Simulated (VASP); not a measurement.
## Hf2Pd2Se2Br2O3 and the effect of the functional

The cell as given:

```
Hf Pd Se Br O
1.0
     5.76070    0.00000    0.00000
    -0.52247    5.84720    0.00000
    -1.48845   -0.88663    6.65037
Hf Pd Se Br O
2 2 2 2 3
Direct
  0.74540 0.39602 0.34989
  0.28763 0.45322 0.59401
  0.90854 0.13294 0.84849
  0.25249 0.90323 0.35874
  0.63469 0.40355 0.93716
  0.62597 0.78174 0.53023
  0.85273 0.99089 0.15355
  0.22526 0.82084 0.86223
  0.96040 0.28925 0.59026
  0.43233 0.24524 0.40864
  0.07457 0.58308 0.36682
```

The cell comes from a database or a generator and needn't be the stable form of this composition.

Kept alike: task relaxation of cell and atoms; k mesh 5 × 5 × 4; occupations fermi-dirac, width 0.05 eV; no spin polarisation. Program: VASP, PBE PAW files Br, Hf_pv, O, Pd, Se, 600 eV. The mesh is that of the run's cell of 11 atoms. No spin-orbit coupling.

| run | volume (Å³/atom) | first edge of the run's cell (Å) | third edge of the run's cell (Å) |
| --- | --- | --- | --- |
| A | 21.114 | 5.801 | 6.969 |
| B | 19.776 | 5.689 | 6.798 |
| C | 21.486 | 5.831 | 7.000 |
| D | 20.854 | 5.787 | 6.935 |
| E | 19.570 | 5.669 | 6.777 |

Relaxations stop with a little pressure left, so the last digits of a volume or edge aren't settled. All rows use potentials made for PBE.

**Question.** The runs differ in the functional alone: BLYP; RPBE; SCAN; r2SCAN; revPBE. Which run is which?

**Answer.** Run A is RPBE; run B is r2SCAN; run C is BLYP; run D is revPBE; run E is SCAN. The volume runs from 19.570 (SCAN) to 21.486 Å³/atom (BLYP). The first edge of the run's cell runs from 5.669 (SCAN) to 5.831 Å (BLYP). The third edge of the run's cell runs from 6.777 (SCAN) to 7.000 Å (BLYP).
